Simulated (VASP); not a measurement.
Calculation: r2SCAN meta-GGA, VASP's PBE PAW potentials (set 64) (plane waves; VASP).

A VASP calculation is set up with these files.

INCAR:
```
# general
SYSTEM   =  CuF
PREC     =  Accurate
ENCUT    =  520
LREAL    =  .FALSE.
LASPH    =  .TRUE.

# electronic loop
EDIFF    =  1E-6
NELM     =  100
ALGO     =  Normal
LMAXMIX  =  4
LMIXTAU  =  .TRUE.

# smearing
ISMEAR   =  0
SIGMA    =  0.05

# functional
METAGGA  =  R2SCAN

# ions
IBRION   =  2
NSW      =  60
ISIF     =  3
EDIFFG   =  -0.01

# output
LWAVE    =  .FALSE.
LCHARG   =  .FALSE.
```

### POSCAR
```
CuF
1.0
  2.4570000000   0.0000000000   0.0000000000
  0.0000000000   2.4570000000   0.0000000000
  0.0000000000   0.0000000000   2.4570000000
Cu F
1 1
Direct
  0.0000000000   0.0000000000   0.0000000000
  0.5000000000   0.5000000000   0.5000000000
```

File KPOINTS:
```
Automatic mesh
0
Gamma
10 10 10
0 0 0
```

POTCAR, in this order: Cu F (PBE.64 set). Program: vasp_std.

What VASP printed:

### OSZICAR
```
       N       E                     dE             d eps       ncg     rms          rms(c)
DAV:   1     0.982438312221E+02    0.98244E+02   -0.10389E+04  1660   0.251E+03
DAV:   2    -0.129476695515E+02   -0.11119E+03   -0.10157E+03  1497   0.368E+02
DAV:   3    -0.186743233018E+02   -0.57267E+01   -0.56027E+01  1717   0.927E+01
DAV:   4    -0.187362335962E+02   -0.61910E-01   -0.61879E-01  1642   0.933E+00
DAV:   5    -0.187370882798E+02   -0.85468E-03   -0.85466E-03  1956   0.107E+00    0.470E+00
DAV:   6    -0.149652389483E+02    0.37718E+01   -0.40691E+00  1766   0.611E+01    0.420E+00
DAV:   7    -0.146234023541E+02    0.34184E+00   -0.15754E+00  1716   0.338E+01    0.105E+00
DAV:   8    -0.146532838326E+02   -0.29881E-01   -0.57827E-02  2246   0.522E+00    0.548E-01
DAV:   9    -0.146413007286E+02    0.11983E-01   -0.42191E-02  1766   0.450E+00    0.394E-01
DAV:  10    -0.146529049189E+02   -0.11604E-01   -0.21079E-02  1923   0.341E+00    0.922E-02
DAV:  11    -0.146522372244E+02    0.66769E-03   -0.99348E-04  1821   0.649E-01    0.307E-02
DAV:  12    -0.146522099515E+02    0.27273E-04   -0.12725E-04  2085   0.304E-01    0.175E-02
DAV:  13    -0.146522432949E+02   -0.33343E-04   -0.56668E-05  2017   0.149E-01    0.167E-02
DAV:  14    -0.146522373336E+02    0.59613E-05   -0.26075E-05  1751   0.153E-01    0.361E-03
DAV:  15    -0.146522357743E+02    0.15592E-05   -0.14884E-06   972   0.304E-02    0.476E-04
DAV:  16    -0.146522359521E+02   -0.17772E-06   -0.22929E-07   788   0.124E-02
   1 F= -.14652236E+02 E0= -.14651918E+02  d E =-.146522E+02
       N       E                     dE             d eps       ncg     rms          rms(c)
DAV:   1    -0.636868913990E+02   -0.49035E+02   -0.15283E+03  1456   0.109E+03    0.482E+01
DAV:   2    -0.219265862638E+02    0.41760E+02   -0.15418E+02  1716   0.198E+02    0.120E+01
DAV:   3    -0.157109709575E+02    0.62156E+01   -0.25634E+00  2153   0.311E+01    0.435E+00
DAV:   4    -0.173623486441E+02   -0.16514E+01   -0.24377E+00  1847   0.311E+01    0.386E+00
DAV:   5    -0.173550745666E+02    0.72741E-02   -0.48492E-02  1474   0.198E+00    0.387E+00
DAV:   6    -0.164305877972E+02    0.92449E+00   -0.47828E-02  1481   0.401E+00    0.377E+00
DAV:   7    -0.164146146582E+02    0.15973E-01   -0.57767E-03  1817   0.180E+00    0.404E+00
DAV:   8    -0.153815535298E+02    0.10331E+01   -0.21188E+00  1726   0.328E+01    0.152E+00
DAV:   9    -0.150147448971E+02    0.36681E+00   -0.27642E-01  1597   0.108E+01    0.252E+00
DAV:  10    -0.151562231929E+02   -0.14148E+00   -0.41806E-02  1493   0.221E+00    0.248E+00
DAV:  11    -0.151277087910E+02    0.28514E-01   -0.61770E-02  1726   0.676E+00    0.135E+00
DAV:  12    -0.151939435216E+02   -0.66235E-01   -0.72880E-02  1699   0.638E+00    0.576E-01
DAV:  13    -0.151906571357E+02    0.32864E-02   -0.18639E-02  1742   0.337E+00    0.138E-01
DAV:  14    -0.151910315749E+02   -0.37444E-03   -0.10196E-03  2024   0.462E-01    0.920E-02
DAV:  15    -0.151914575035E+02   -0.42593E-03   -0.11815E-03  1711   0.801E-01    0.187E-01
DAV:  16    -0.151911926713E+02    0.26483E-03   -0.11970E-03  1716   0.805E-01    0.561E-02
DAV:  17    -0.151913728155E+02   -0.18014E-03   -0.25262E-04  1711   0.427E-01    0.117E-01
DAV:  18    -0.151912113520E+02    0.16146E-03   -0.12720E-04  1701   0.283E-01    0.603E-02
DAV:  19    -0.151911326928E+02    0.78659E-04   -0.11128E-04  1724   0.255E-01    0.957E-03
DAV:  20    -0.151911355019E+02   -0.28091E-05   -0.48703E-06  1662   0.479E-02    0.130E-02
DAV:  21    -0.151911275562E+02    0.79457E-05   -0.84790E-07   803   0.231E-02    0.756E-03
DAV:  22    -0.151911225278E+02    0.50284E-05   -0.16924E-07   748   0.580E-03    0.567E-03
DAV:  23    -0.151911167723E+02    0.57555E-05   -0.75917E-07   753   0.210E-02    0.179E-03
DAV:  24    -0.151911165896E+02    0.18275E-06   -0.16353E-07   743   0.106E-02
   2 F= -.15191117E+02 E0= -.15190097E+02  d E =-.538881E+00
       N       E                     dE             d eps       ncg     rms          rms(c)
DAV:   1    -0.308528157825E+02   -0.15662E+02   -0.21685E+02  1456   0.245E+02    0.354E+01
DAV:   2    -0.233231887680E+02    0.75296E+01   -0.13172E+02  1456   0.349E+02    0.151E+01
DAV:   3    -0.157633655667E+02    0.75598E+01   -0.24104E+01  1716   0.167E+02    0.380E+00
DAV:   4    -0.156850161187E+02    0.78349E-01   -0.18280E+00  1972   0.329E+01    0.236E+00
DAV:   5    -0.154067823655E+02    0.27823E+00   -0.21242E-01  2192   0.109E+01    0.116E+00
DAV:   6    -0.156639557561E+02   -0.25717E+00   -0.77421E-02  1774   0.545E+00    0.608E-01
DAV:   7    -0.156647650263E+02   -0.80927E-03   -0.14587E-02  2063   0.272E+00    0.226E-01
DAV:   8    -0.156655101150E+02   -0.74509E-03   -0.18920E-03  1892   0.737E-01    0.166E-01
DAV:   9    -0.156652962626E+02    0.21385E-03   -0.24198E-03  1889   0.130E+00    0.295E-02
DAV:  10    -0.156654839499E+02   -0.18769E-03   -0.25392E-04  1565   0.239E-01    0.111E-02
DAV:  11    -0.156654986177E+02   -0.14668E-04   -0.20893E-05  1848   0.857E-02    0.682E-03
DAV:  12    -0.156654999807E+02   -0.13630E-05   -0.20151E-06  1461   0.182E-02    0.237E-03
DAV:  13    -0.156655004336E+02   -0.45291E-06   -0.43243E-07   758   0.184E-02
   3 F= -.15665500E+02 E0= -.15664902E+02  d E =-.101326E+01
       N       E                     dE             d eps       ncg     rms          rms(c)
DAV:   1    -0.156737578245E+02   -0.82578E-02   -0.13866E-01  1464   0.794E+00    0.731E-01
DAV:   2    -0.156665769935E+02    0.71808E-02   -0.42367E-02  1461   0.498E+00    0.178E-01
DAV:   3    -0.156657339093E+02    0.84308E-03   -0.55889E-03  1556   0.226E+00    0.113E-01
DAV:   4    -0.156656369800E+02    0.96929E-04   -0.21447E-04  2030   0.378E-01    0.542E-02
DAV:   5    -0.156655857536E+02    0.51226E-04   -0.71898E-05  2134   0.167E-01    0.166E-02
DAV:   6    -0.156655814627E+02    0.42909E-05   -0.18590E-05  2027   0.723E-02    0.384E-03
DAV:   7    -0.156655817818E+02   -0.31910E-06   -0.47019E-06  1721   0.407E-02
   4 F= -.15665582E+02 E0= -.15664987E+02  d E =-.101335E+01
```

File OUTCAR:
```
------------------------ aborting loop because EDIFF is reached ----------------------------------------
  FORCE on cell =-STRESS in cart. coord.  units (eV):
  Direction    XX          YY          ZZ          XY          YZ          ZX
  --------------------------------------------------------------------------------------
  Total        0.0132125      0.0132125      0.0132125      0.0000000      0.0000000     -0.0000000
  in kB        1.0723997      1.0723997      1.0723997      0.0000000      0.0000000     -0.0000000
  external PRESSURE =       1.0723997 kB  Pullay stress =       0.0000000 kB
  volume of cell :       19.74
      direct lattice vectors                 reciprocal lattice vectors
     2.702588528 -0.000000000 -0.000000000     0.370015631  0.000000000 -0.000000000
    -0.000000000  2.702588528 -0.000000000     0.000000000  0.370015631  0.000000000
     0.000000000 -0.000000000  2.702588528     0.000000000  0.000000000  0.370015631
 POSITION                                       TOTAL-FORCE (eV/Angst)
 -----------------------------------------------------------------------------------
      0.00000      0.00000      0.00000        -0.000000      0.000000      0.000000
      1.35129      1.35129      1.35129         0.000000     -0.000000      0.000000
 -----------------------------------------------------------------------------------
    total drift:                                0.000000     -0.000000     -0.000000
  FREE ENERGIE OF THE ION-ELECTRON SYSTEM (eV)
  ---------------------------------------------------
  free  energy   TOTEN  =       -15.6655817818 eV

  energy  without entropy=      -15.6643928757  energy(sigma->0) =      -15.66498733

 reached required accuracy - stopping structural energy minimisation
```
(Selected blocks of OUTCAR.)

### CONTCAR
```
CuF
   1.00000000000000
     2.7025885282423809   -0.0000000000000000   -0.0000000000000000
    -0.0000000000000000    2.7025885282423809   -0.0000000000000000
     0.0000000000000000   -0.0000000000000000    2.7025885282423809
  Cu              F
     1     1
Direct
     0.0000000000000000    0.0000000000000000    0.0000000000000000
     0.5000000000000000    0.5000000000000000    0.5000000000000000
```

Energy and stress use the plane-wave basis of the starting cell.

The structure was generated: CuF was put into the CsCl type type (Pm-3m), which need not be its known phase. This run relaxes it. Symmetry was kept, so distortions that lower it aren't found.
